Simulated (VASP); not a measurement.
```
AlRu
1.0
    2.99000     0.00000     0.00000
    0.00000     2.99000     0.00000
    0.00000     0.00000    21.47500
Al Ru
3 3
Direct
  0.49740   0.48972   0.32662
  0.50099   0.48673   0.46360
  0.47156   0.47903   0.60415
  0.02773   0.03209   0.39396
  0.00028   0.99873   0.53690
  0.00204   0.01370   0.67475
```

All values below come from PBE GGA, VASP's PBE PAW potentials (set 64) (plane waves; VASP). Settings: 300 eV cut-off, 6×6×1 Γ-centred mesh, Fermi-Dirac smearing of 0.10 eV, potentials Al Ru_pv.

The cell holds a wide vacuum, so values per volume refer to the whole cell.

Question: Predict the energy per atom (σ→0), largest force, band gap (on the k-mesh) with the smallest direct gap where there is one.

Answer: 
```yaml
band gap (on the k-mesh): none (metal, semimetal or under 0.01 eV)
energy per atom (σ→0): -6.573 eV/atom
largest_force: 1.701 eV/Å
```

The cell is a sheet with vacuum, built from a generated structure.
